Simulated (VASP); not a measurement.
These are PBEsol GGA, VASP's PBE PAW potentials (set 64) (plane waves; VASP) values and carry that method's errors.

The input files of a VASP run:

File POSCAR:
```
HfO2
1
   -0.0000000000     2.5092524010     2.5092524010
    2.5092524010     0.0000000000     2.5092524010
    2.5092524010     2.5092524010     0.0000000000
Hf O
1 2
Direct
  0.0000000000   0.0000000000   0.0000000000
  0.2500000000   0.2500000000   0.2500000000
  0.7500000000   0.7500000000   0.7500000000
```

File KPOINTS:
```
Automatic mesh
0
Gamma
8 8 8
0 0 0
```

INCAR:
```
! general
SYSTEM =HfO2
PREC   =Accurate
ENCUT  =620
LREAL  =.False.
LASPH  =.True.

! electronic loop
EDIFF  =1E-6
NELM   =100
ALGO   =Normal
LMAXMIX=6

! smearing
ISMEAR =0
SIGMA  =0.05

! functional
GGA    =PS

! ions
IBRION =2
NSW    =40
ISIF   =3
EDIFFG =-0.02

! output
LWAVE  =.False.
LCHARG =.False.
```

POTCAR, in this order: Hf_pv O (PBE.64 set). Program: vasp_std.

Unless said otherwise, spin-orbit coupling is left out, though it shifts the bands of the heavy elements here.

**Question.** What does the run give for the energy per atom (σ→0), band gap (on the k-mesh)?

**Answer.** 
```yaml
energy per atom (σ→0): -10.548 eV/atom
band gap (on the k-mesh): 3.75 eV
```

File OSZICAR:
```
...
DAV:   7    -0.316871461981E+02    0.12152E+00   -0.72057E-01  1059   0.815E+00    0.291E+01
DAV:   8    -0.316525773480E+02    0.34569E-01   -0.17843E-01  1087   0.450E+00    0.523E+00
DAV:   9    -0.316435345883E+02    0.90428E-02   -0.33605E-02  1031   0.171E+00    0.180E+00
DAV:  10    -0.316433206485E+02    0.21394E-03   -0.36728E-03  1157   0.483E-01    0.266E-01
DAV:  11    -0.316433011487E+02    0.19500E-04   -0.22276E-04  1031   0.129E-01    0.176E-01
DAV:  12    -0.316433026696E+02   -0.15209E-05   -0.20904E-05  1130   0.368E-02    0.179E-02
DAV:  13    -0.316433028987E+02   -0.22904E-06   -0.15448E-06   848   0.104E-02
   1 F= -.31643303E+02 E0= -.31643303E+02  d E =-.316433E+02
```

The compound is HfO2 in the fluorite structure, the high-temperature cubic form, which is unstable at 0 K; the monoclinic form is the stable one. It was relaxed first.
